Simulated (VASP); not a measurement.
Set up this calculation in VASP 6.6.1, as the native input.

* Task: atomic charges
* Functional: PBE
* Potentials or basis: VASP PAW PBE potentials, release 64 (Ta_pv, Ni, O)
* Cutoff: 520 eV
* k mesh: 6 × 5 × 4
* Occupations: fermi-dirac, width 0.05 eV
* Spin: collinear spin, ferromagnetic start
* Starting moments: [0.0, 0.0, 0.0, 0.0, 1.0, 0.0, 0.0, 0.0, 0.0, 0.0, 0.0, 0.0, 0.0, 0.0, 0.0, 0.0] μB
* Further INCAR settings: ALGO = Normal; EDIFF = 1e-07

The structure of Ta4NiO11 lies in POSCAR:

```
Ta4NiO11
1.0
    4.7708900000      0.0000000000      0.0051300000
    0.0000000000      5.8245400000      0.0000000000
   -1.9862800000      0.0000000000      7.2505100000
Ta Ni O
4 1 11
Direct
    0.6133900000      0.5000000000      0.7604200000
    0.3866100000      0.5000000000      0.2395800000
    0.1661500000      0.0000000000      0.7987500000
    0.8338500000      0.0000000000      0.2012500000
    0.5000000000      0.0000000000      0.5000000000
    0.3327800000      0.7991300000      0.6505300000
    0.6672200000      0.7991300000      0.3494700000
    0.9004700000      0.2578600000      0.8071800000
    0.0995300000      0.2578600000      0.1928200000
    0.6672200000      0.2008700000      0.3494700000
    0.3327800000      0.2008700000      0.6505300000
    0.0995300000      0.7421400000      0.1928200000
    0.9004700000      0.7421400000      0.8071800000
    0.5000000000      0.5000000000      0.0000000000
    0.5000000000      0.0000000000      0.0000000000
    0.5000000000      0.5000000000      0.5000000000
```

The cell was built by a generator and needn't be a form met in nature.

These files were run (other wordings do the same):

INCAR

```
  PREC = Accurate
  ENCUT = 520
  EDIFF = 1E-7
  ISMEAR = -1
  SIGMA = 0.05
  LREAL = F
  LASPH = T
  NELM = 120
  ALGO = Normal
  ISIF = 2
  LWAVE = F
  LCHARG = T
  ISPIN = 2
  MAGMOM = 0 0 0 0 1 0 0 0 0 0 0 0 0 0 0 0
  LORBIT = 11
  LMAXMIX = 4
  GGA = PE
  LVHAR = T
  KPAR = 4
```

KPOINTS

```
Automatic mesh
0
Gamma
  6 5 4
```

Potentials or basis: VASP PAW PBE potentials, release 64 (Ta_pv, Ni, O).

Launch:

```bash
$ cat potpaw_PBE.64/Ta_pv/POTCAR potpaw_PBE.64/Ni/POTCAR potpaw_PBE.64/O/POTCAR > POTCAR
$ mpirun -np 4 vasp_std > vasp.out
```

Results of the run:

* Pressure: 0.9 GPa
* Largest force: 0.127 eV/Å
* Band gap on the k mesh: 0.82 eV, indirect (least direct gap 0.87 eV)
* Net moment: 0.00 μB per cell
* Valence electrons inside the program's atomic spheres: Ta 8.73, 8.90; Ni 9.15; O 5.05, 5.07, 5.03, 5.12, 5.13

Caveat: spin-orbit coupling is left out, which moves the levels of the heavy elements; an odd mesh through Γ misses points on the zone boundary, where band edges often lie.

It took 5.6 min on 4 MPI ranks on Intel(R) Xeon(R) 6975P-C (Granite Rapids), with other jobs on the host, peak memory 0.97 GiB a rank.
